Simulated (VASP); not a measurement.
Here is the system:

```yaml
crystal:
  lattice:
    - [-2.24369, 2.24369, 2.24369]
    - [2.24369, -2.24369, 2.24369]
    - [2.24369, 2.24369, -2.24369]
  atoms:
    - { symbol: Eu, position: [0.00000, 0.00000, 0.00000] }
```

All values below come from vdW-DF2, VASP's PBE PAW potentials (set 64) (plane waves; VASP). Run with 520 eV cut-off, 13×13×13 Γ-centred mesh, tetrahedra with Blöchl corrections, potentials Eu_2.

The 4f electrons are frozen in the core of the lanthanide potential, so 4f levels, which can set the real gap, and their magnetism are missing.

Problem. Tabulate the total density of states (states/eV per cell) against energy (eV; zero at the valence-band maximum or, without a gap, the Fermi level).

Solution. 
```
E (eV)  DOS (states/eV)
------  ---------------
-9.96              0.00
-9.75              0.00
-9.54              0.00
-9.22              0.00
-9.01              0.00
-8.80              0.00
-8.59              0.00
-8.38              0.00
-8.17              0.00
-7.86              0.00
-7.65              0.00
-7.44              0.00
-7.23              0.00
-7.02              0.00
-6.81              0.00
-6.49              0.00
-6.28              0.00
-6.07              0.00
-5.86              0.00
-5.65              0.00
-5.44              0.00
-5.13              0.00
-4.92              0.00
-4.71              0.00
-4.50              0.00
-4.29              0.00
-4.08              0.00
-3.77              0.00
-3.56              0.06
-3.35              0.11
-3.13              0.14
-2.92              0.17
-2.71              0.21
-2.40              0.26
-2.19              0.30
-1.98              0.35
-1.77              0.41
-1.56              0.49
-1.35              0.60
-1.03              1.00
-0.82              0.98
-0.61              0.94
-0.41              1.11
-0.20              1.53
0.01               0.87
0.33               0.63
0.54               0.98
0.75               3.10
0.96               3.27
1.17               2.99
1.38               1.90
1.69               1.40
1.90               1.16
2.11               0.96
2.32               0.40
2.53               0.52
2.74               0.95
3.06               1.20
3.27               1.37
3.48               1.60
```
Within 2 eV below the Fermi level the largest weight inside VASP's projection spheres is Eu d, then Eu s.

The compound is Eu in the bcc structure. It was relaxed first, which changed the volume by -6 %.
